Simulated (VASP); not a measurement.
Output of a VASP run:

File OSZICAR:
```
       N       E                     dE             d eps       ncg     rms          rms(c)
DAV:   1     0.109743496856E+03    0.10974E+03   -0.97715E+03  2496   0.152E+03
DAV:   2    -0.214513186922E+02   -0.13119E+03   -0.12768E+03  2861   0.376E+02
DAV:   3    -0.254636692487E+02   -0.40124E+01   -0.39823E+01  3070   0.612E+01
DAV:   4    -0.255061844199E+02   -0.42515E-01   -0.42481E-01  2726   0.656E+00
DAV:   5    -0.255065969148E+02   -0.41249E-03   -0.41249E-03  2954   0.656E-01    0.287E+01
DAV:   6    -0.225264462629E+02    0.29802E+01   -0.10290E+01  2866   0.320E+01    0.697E+00
DAV:   7    -0.224279570868E+02    0.98489E-01   -0.51933E-01  2686   0.622E+00    0.531E+00
DAV:   8    -0.224006319745E+02    0.27325E-01   -0.97232E-02  2716   0.293E+00    0.778E-01
DAV:   9    -0.223991712229E+02    0.14608E-02   -0.53924E-03  2706   0.571E-01    0.160E-01
DAV:  10    -0.223990978823E+02    0.73341E-04   -0.32352E-04  2831   0.234E-01    0.879E-02
DAV:  11    -0.223990968816E+02    0.10007E-05   -0.30734E-05  2731   0.505E-02    0.119E-02
DAV:  12    -0.223990951739E+02    0.17077E-05   -0.73544E-06  2731   0.284E-02    0.387E-03
DAV:  13    -0.223990952399E+02   -0.66046E-07   -0.15109E-07  1273   0.446E-03
   1 F= -.22399095E+02 E0= -.22399188E+02  d E =0.279002E-03
```

### OUTCAR
```
------------------------ aborting loop because EDIFF is reached ----------------------------------------
  FORCE on cell =-STRESS in cart. coord.  units (eV):
  Direction    XX          YY          ZZ          XY          YZ          ZX
  --------------------------------------------------------------------------------------
  Total       -2.0678002     -2.0678008     -2.5480504      0.0000000      0.0000000     -0.0000000
  in kB     -149.8937805   -149.8938267   -184.7068755      0.0000000      0.0000000     -0.0000000
  external PRESSURE =    -161.4981609 kB  Pullay stress =       0.0000000 kB
  volume of cell :       22.10
      direct lattice vectors                 reciprocal lattice vectors
     1.484100000 -2.570537000  0.000000000     0.336904521 -0.194511886  0.000000000
     1.484100000  2.570537000  0.000000000     0.336904521  0.194511886  0.000000000
     0.000000000  0.000000000  2.896800000     0.000000000  0.000000000  0.345208506
 POSITION                                       TOTAL-FORCE (eV/Angst)
 -----------------------------------------------------------------------------------
      0.00000      0.00000      0.00000        -0.000000      0.000000      0.000000
      1.48410      0.85685      1.44840         0.000000     -0.000000      0.000000
 -----------------------------------------------------------------------------------
    total drift:                                0.000000     -0.000397      0.000000
  FREE ENERGIE OF THE ION-ELECTRON SYSTEM (eV)
  ---------------------------------------------------
  free  energy   TOTEN  =       -22.3990952399 eV

  energy  without entropy=      -22.3993742423  energy(sigma->0) =      -22.39918824
```
(Selected blocks of OUTCAR.)

### POSCAR
```
WC
1
    1.4841000000    -2.5705370000     0.0000000000
    1.4841000000     2.5705370000     0.0000000000
    0.0000000000     0.0000000000     2.8968000000
W C
1 1
Direct
  0.0000000000   0.0000000000   0.0000000000
  0.3333330000   0.6666670000   0.5000000000
```

Problem. Reconstruct the remaining input files.

Solution. This is not unique; one that fits is the input of the run itself, PBE GGA, plane waves, VASP's PBE PAW potentials (set 64).

### INCAR
```
SIGMA=0.1   ! width (eV)
ISMEAR=1   ! Methfessel-Paxton
LASPH=.TRUE.   ! aspherical one-centre terms
LWAVE=.FALSE.
ISIF=2   ! forces and stress, cell fixed
LREAL=.FALSE.
EDIFF=1E-6   ! SCF stop (eV)
ENCUT=520   ! plane-wave cut-off (eV)
SYSTEM=WC
GGA=PE
PREC=Accurate
LCHARG=.FALSE.
ALGO=Normal
LMAXMIX=6   ! l cut-off of mixed one-centre charges
NELM=100
```

File KPOINTS:
```
Automatic mesh
0
Gamma
11 11 10
0 0 0
```

POTCAR, in this order: W_sv C (PBE.64 set). Program: vasp_std.

The compound is WC in the wc structure. The cell was not relaxed at this level.
